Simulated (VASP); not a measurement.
Wanted: the native input for a VASP 6.6.1 run.

```yaml
Task: density of states
Functional: PBEsol
Potentials_or_basis: VASP PAW PBE potentials, release 64 (Hf_pv, Ru_pv)
Cutoff: 520 eV
k_mesh: 8 × 8 × 8
Occupations: gaussian, width 0.05 eV
Spin: no spin polarisation
Dipole_correction: no
k_mesh_for_the_DOS: 12 × 12 × 12
Occupations_for_the_DOS: tetrahedron
Further_INCAR_settings: ALGO = Fast; EDIFF = 1e-06
```

HfRu3:

```
CELL_PARAMETERS angstrom
3.90297 0.00000 0.00000
0.00000 3.90297 0.00000
0.00000 0.00000 3.90297
ATOMIC_POSITIONS crystal
Hf 0.00000 0.00000 0.00000
Ru 0.00000 0.50000 0.50000
Ru 0.50000 0.50000 0.00000
Ru 0.50000 0.00000 0.50000
```

The cell comes from a database or a generator and needn't be the stable form of this composition.

The input as run:

POSCAR

```
HfRu3
1.0
    3.9029708763      0.0000000000      0.0000000000
    0.0000000000      3.9029708763      0.0000000000
    0.0000000000      0.0000000000      3.9029708763
Hf Ru
1 3
Direct
    0.0000000000      0.0000000000      0.0000000000
    0.0000000000      0.5000000000      0.5000000000
    0.5000000000      0.5000000000      0.0000000000
    0.5000000000      0.0000000000      0.5000000000
```

INCAR.step1

```
ALGO = Fast ; EDIFF = 1E-6
ENCUT = 520 ; GGA = PS
ISIF = 2 ; ISMEAR = 0
LASPH = True ; LCHARG = True
LMAXMIX = 4 ; LREAL = False
LWAVE = False ; NBANDS = 34
NELM = 100 ; PREC = Accurate
SIGMA = 0.05
```

KPOINTS.step1

```
k-points
0
Gamma
  8 8 8
```

INCAR.step2

```
ALGO = Fast ; EDIFF = 1E-6
ENCUT = 520 ; GGA = PS
ICHARG = 11 ; ISIF = 2
ISMEAR = -5 ; LASPH = True
LCHARG = False ; LMAXMIX = 4
LORBIT = 11 ; LREAL = False
LWAVE = False ; NEDOS = 2001
NELM = 100 ; PREC = Accurate
SIGMA = 0.05
```

KPOINTS.step2

```
k-points
0
Gamma
  12 12 12
```

Potentials or basis: VASP PAW PBE potentials, release 64 (Hf_pv, Ru_pv).

The run is started by

```console
$ cat potpaw_PBE.64/Hf_pv/POTCAR potpaw_PBE.64/Ru_pv/POTCAR > POTCAR
$ cp INCAR.step1 INCAR
$ cp KPOINTS.step1 KPOINTS
$ mpirun -np 1 vasp_std > vasp.out
$ cp INCAR.step2 INCAR
$ cp KPOINTS.step2 KPOINTS
$ mpirun -np 1 vasp_std > vasp.out
```

Results of the run:

```yaml
Valence_electrons_inside_the_program's_atomic_spheres: Hf 8.72; Ru 12.70
```

Run time: 3.4 min on 1 thread of Intel(R) Xeon(R) Platinum 8259CL CPU @ 2.50GHz (Skylake/Cascade Lake), with other jobs on the host, peak memory 0.25 GiB.
